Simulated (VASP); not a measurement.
Pt (fcc) relaxed at rising pressure, in one space group throughout; other phases were not tried. The pressures are those reached. Level of theory: PBEsol GGA, VASP's PBE PAW potentials (set 64) (plane waves; VASP).

```csv
P (GPa),V (Å³/atom),k-mesh
0.05,15.004,16×16×16
4.90,14.767,16×16×16
9.89,14.545,16×16×16
19.93,14.154,16×16×16
29.93,13.819,16×16×16
```

A change of mesh leaves a small step in the series.

Task: Fit an equation of state and predict the volume at 45.09 GPa.

Result: Least squares on the third-order Birch-Murnaghan form, P = (3B0/2)(y⁷ − y⁵)[1 + (3/4)(B′ − 4)(y² − 1)] with y = (V0/V)^(1/3), gives V0 = 15.007 Å³/atom, B0 = 292 GPa and B′ = 5.3, and so 13.388 Å³/atom. The run gave 13.388 Å³/atom, +0.0 % from the fit.

Pressures at which the relaxation failed are left out.

The compound is Pt in the fcc structure.
